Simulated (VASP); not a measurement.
ScAl3N4:

```
CELL_PARAMETERS angstrom
1.61835 2.80306 0.00000
0.00000 0.00000 5.17892
4.85505 -2.80306 0.00000
ATOMIC_POSITIONS crystal
Sc 0.50000 0.00000 0.83333
Al 0.00000 0.00000 0.33333
Al 0.50000 0.50000 0.16667
Al 0.00000 0.50000 0.66667
N 0.50000 0.38000 0.83333
N 0.00000 0.38000 0.33333
N 0.50000 0.88000 0.16667
N 0.00000 0.88000 0.66667
```

The cell was built by a generator and needn't be a form met in nature.

* Program: VASP 6.6.1
* Task: relaxation of cell and atoms
* Functional: PBEsol
* Potentials or basis: VASP PAW PBE potentials, release 64 (Sc_sv, Al, N)
* Cutoff: 600 eV
* k mesh: 8 × 6 × 6
* Occupations: gaussian, width 0.03 eV
* Spin: no spin polarisation

At the start: pressure -3.6 GPa; volume 11.75 Å³/atom.

Q: How do energy, volume and symmetry change on relaxing?

A: Over 14 steps the energy falls by 82.7 meV/atom and the volume is 11.31 Å³/atom (-3.7 %); space group Pm (No. 6, to 0.05 Å).

Step by step:
| step | energy change (eV) | largest force (eV/Å) | pressure (GPa) | volume (Å³) |
| --- | --- | --- | --- | --- |
| 1 | 0.0000 | 3.0448 | -3.58 | 93.97 |
| 2 | -0.6097 | 0.6524 | 0.63 | 90.45 |
| 3 | -0.6151 | 0.6002 | 0.05 | 90.75 |
| 4 | -0.6506 | 0.3387 | -0.01 | 90.63 |
| 5 | -0.6506 | 0.3465 | 0.00 | 90.63 |
| 6 | -0.6579 | 0.0922 | -0.04 | 90.60 |
| 7 | -0.6582 | 0.1151 | -0.05 | 90.60 |
| 8 | -0.6610 | 0.0855 | -0.02 | 90.54 |
| 9 | -0.6611 | 0.0798 | -0.02 | 90.53 |
| 10 | -0.6616 | 0.0344 | 0.01 | 90.49 |
| 11 | -0.6617 | 0.0291 | 0.01 | 90.50 |
| 12 | -0.6617 | 0.0128 | -0.01 | 90.50 |
| 13 | -0.6617 | 0.0149 | -0.01 | 90.50 |
| 14 | -0.6618 | 0.0091 | 0.00 | 90.49 |

Final structure:
```
Sc Al N
1.0
     1.60243    2.77549    0.00000
    -0.01197    0.00691    5.02833
     4.86320   -2.80777   -0.01487
Sc Al N
1 3 4
Direct
  0.50000 0.98798 0.83449
  0.00000 0.99642 0.33352
  0.50000 0.49831 0.17306
  0.00000 0.49972 0.65961
  0.50000 0.41152 0.83519
  0.00000 0.37733 0.33224
  0.50000 0.87574 0.18817
  0.00000 0.87297 0.64371
```

Caveat: the PAW data sets were made with another functional, which shifts forces and pressure a little.
